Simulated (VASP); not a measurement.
Data:

```xyz
2
Lattice="0.0000 3.2451 3.2451 3.2451 0.0000 3.2451 3.2451 3.2451 0.0000" Properties=species:S:1:pos:R:3 pbc="T T T"
Cd     0.0000     0.0000     0.0000
Te     1.6226     1.6226     1.6226
```

Computed with optB86b-vdW, VASP's PBE PAW potentials (set 64) (plane waves; VASP). Run with 520 eV cut-off, 7×7×7 Γ-centred mesh, Gaussian smearing of 0.050 eV, potentials Cd Te.

Unless said otherwise, spin-orbit coupling is left out, though it shifts the bands of the heavy elements here.

What does the run give for the energy per atom (σ→0), pressure, band gap (on the k-mesh) with the smallest direct gap where there is one?

```
Item                                        Result
-----------------------------------  -------------
band gap (on the k-mesh)                   0.65 eV
smallest direct gap (on the k-mesh)        0.65 eV
energy per atom (σ→0)                0.161 eV/atom
pressure                                 12.6 kbar
```

Total energies compare only between runs with the same potentials, cut-off and functional.

The compound is CdTe in the zinc blende structure. This cell is one point of a volume scan, at 0.97 of the reference volume.
